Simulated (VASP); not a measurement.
Output of a VASP run:

**OSZICAR**
```
...
DAV:   9    -0.191874475360E+02    0.31968E-01   -0.12965E-01  2411   0.451E+00    0.152E-01
DAV:  10    -0.191889074931E+02   -0.14600E-02   -0.10684E-02  1692   0.609E-01    0.793E-02
DAV:  11    -0.191889468497E+02   -0.39357E-04   -0.25389E-04  2190   0.144E-01    0.361E-02
DAV:  12    -0.191889361601E+02    0.10690E-04   -0.20662E-05  2170   0.466E-02    0.171E-02
DAV:  13    -0.191889317876E+02    0.43725E-05   -0.23739E-05  2102   0.555E-02    0.331E-03
DAV:  14    -0.191889323852E+02   -0.59755E-06   -0.26654E-06  1412   0.162E-02
   1 F= -.19188932E+02 E0= -.19188912E+02  d E =-.191889E+02
       N       E                     dE             d eps       ncg     rms          rms(c)
DAV:   1    -0.206149804888E+02   -0.14260E+01   -0.50175E+01  1862   0.114E+02    0.748E+00
DAV:   2    -0.194087498687E+02    0.12062E+01   -0.37914E+00  1846   0.245E+01    0.231E+00
DAV:   3    -0.192102631482E+02    0.19849E+00   -0.48589E-01  1933   0.172E+01    0.629E-01
DAV:   4    -0.192002649109E+02    0.99982E-02   -0.98036E-02  2352   0.487E+00    0.178E-01
DAV:   5    -0.192005572042E+02   -0.29229E-03   -0.11550E-02  1999   0.113E+00    0.868E-02
DAV:   6    -0.192003082459E+02    0.24896E-03   -0.97418E-04  2052   0.728E-01    0.232E-02
DAV:   7    -0.192002846594E+02    0.23586E-04   -0.19100E-04  2172   0.119E-01    0.482E-03
DAV:   8    -0.192002854201E+02   -0.76063E-06   -0.45105E-06  1645   0.162E-02
   2 F= -.19200285E+02 E0= -.19200248E+02  d E =-.113530E-01
       N       E                     dE             d eps       ncg     rms          rms(c)
DAV:   1    -0.195463276981E+02   -0.34604E+00   -0.10411E+01  1869   0.488E+01    0.356E+00
DAV:   2    -0.192713915617E+02    0.27494E+00   -0.83836E-01  1944   0.113E+01    0.109E+00
DAV:   3    -0.192302578865E+02    0.41134E-01   -0.11197E-01  1957   0.752E+00    0.280E-01
DAV:   4    -0.192286332803E+02    0.16246E-02   -0.18754E-02  2358   0.207E+00    0.817E-02
DAV:   5    -0.192288068769E+02   -0.17360E-03   -0.20494E-03  1870   0.433E-01    0.314E-02
DAV:   6    -0.192287837691E+02    0.23108E-04   -0.16349E-04  2077   0.298E-01    0.109E-02
DAV:   7    -0.192287741374E+02    0.96317E-05   -0.36638E-05  1956   0.501E-02    0.235E-03
DAV:   8    -0.192287744885E+02   -0.35111E-06   -0.84856E-07  1166   0.915E-03
   3 F= -.19228774E+02 E0= -.19228745E+02  d E =-.398421E-01
       N       E                     dE             d eps       ncg     rms          rms(c)
DAV:   1    -0.192289259738E+02   -0.15184E-03   -0.55204E-03  1876   0.115E+00    0.805E-02
DAV:   2    -0.192287851689E+02    0.14080E-03   -0.42826E-04  1966   0.257E-01    0.249E-02
DAV:   3    -0.192287633007E+02    0.21868E-04   -0.57097E-05  1949   0.175E-01    0.641E-03
DAV:   4    -0.192287629867E+02    0.31392E-06   -0.92449E-06  1801   0.484E-02
   4 F= -.19228763E+02 E0= -.19228734E+02  d E =-.398306E-01
       N       E                     dE             d eps       ncg     rms          rms(c)
DAV:   1    -0.192288064525E+02   -0.43152E-04   -0.34989E-02  1600   0.122E+00    0.399E-02
DAV:   2    -0.192288829461E+02   -0.76494E-04   -0.94812E-04  1933   0.223E-01    0.229E-02
DAV:   3    -0.192288780146E+02    0.49314E-05   -0.18551E-05  2050   0.518E-02    0.124E-02
DAV:   4    -0.192288759907E+02    0.20239E-05   -0.41975E-06  1559   0.316E-02    0.194E-03
DAV:   5    -0.192288760031E+02   -0.12343E-07   -0.18396E-06  1001   0.126E-02
   5 F= -.19228876E+02 E0= -.19228847E+02  d E =-.113016E-03
```

**OUTCAR**
```
------------------------ aborting loop because EDIFF is reached ----------------------------------------
  FORCE on cell =-STRESS in cart. coord.  units (eV):
  Direction    XX          YY          ZZ          XY          YZ          ZX
  --------------------------------------------------------------------------------------
  Total        0.0244586      0.0244586      0.0727798     -0.0000000      0.0000000      0.0000000
  in kB        0.4458415      0.4458415      1.3266617     -0.0000000      0.0000000      0.0000000
  external PRESSURE =       0.7394482 kB  Pullay stress =       0.0000000 kB
  volume of cell :       87.89
      direct lattice vectors                 reciprocal lattice vectors
     5.037932736  0.000000000  0.000000000     0.198494115 -0.000000000  0.000000000
     0.000000000  5.037932736  0.000000000     0.000000000  0.198494115  0.000000000
     0.000000000  0.000000000  3.463032081     0.000000000  0.000000000  0.288764290
 POSITION                                       TOTAL-FORCE (eV/Angst)
 -----------------------------------------------------------------------------------
      0.00000      0.00000      0.00000         0.000000     -0.000000      0.000000
      2.51897      2.51897      1.73152         0.000000     -0.000000      0.000000
      1.54815      1.54815      3.46303         0.007140      0.007140      0.000000
      4.06712      0.97081      1.73152         0.007140     -0.007140     -0.000000
      0.97081      4.06712      1.73152        -0.007140      0.007140      0.000000
      3.48978      3.48978      0.00000        -0.007140     -0.007140     -0.000000
 -----------------------------------------------------------------------------------
    total drift:                               -0.000000      0.000000     -0.000000
  FREE ENERGIE OF THE ION-ELECTRON SYSTEM (eV)
  ---------------------------------------------------
  free  energy   TOTEN  =       -19.2288760031 eV

  energy  without entropy=      -19.2288179438  energy(sigma->0) =      -19.22884697

 reached required accuracy - stopping structural energy minimisation
```
(Selected blocks of OUTCAR.)

POSCAR:
```
PbO2
1
    4.9936779022     0.0000000000     0.0000000000
    0.0000000000     4.9936779022     0.0000000000
    0.0000000000     0.0000000000     3.4168354417
Pb O
2 4
Direct
  1.0000000000   1.0000000000   0.0000000000
  0.5000000000   0.5000000000   0.5000000000
  0.3074101816   0.3074101816   0.0000000000
  0.8074101816   0.1925898184   0.5000000000
  0.1925898184   0.8074101816   0.5000000000
  0.6925898184   0.6925898184   0.0000000000
```

Q: Reconstruct the remaining input files.

A: One answer among several that fit: the input of the run itself, optB88-vdW, plane waves, VASP's PBE PAW potentials (set 64).

INCAR:
```
ISIF = 3   ! ions, shape and volume
ENCUT = 520   ! plane-wave cut-off (eV)
IBRION = 2   ! conjugate gradients
EDIFF = 1E-6
LUSE_VDW = T
PARAM1 = 0.1833333333
PARAM2 = 0.22
NSW = 60
ALGO = Normal
SIGMA = 0.05   ! width (eV)
LMAXMIX = 4
AGGAC = 0.0
LASPH = T   ! aspherical one-centre terms
LREAL = F
PREC = Accurate
LCHARG = F
NELM = 100   ! most electronic steps
ISMEAR = 0   ! Gaussian
GGA = BO
EDIFFG = -0.02   ! ionic stop
LWAVE = F
SYSTEM = PbO2
```

KPOINTS:
```
kpoints
0
Gamma
4 4 6
```

POTCAR, in this order: Pb_d O (PBE.64 set). Program: vasp_std.

Energy and stress use the plane-wave basis of the starting cell.

The compound is PbO2 in the rutile structure. This run relaxes it. Symmetry was kept, so distortions that lower it aren't found. The start is the result of an earlier pass.
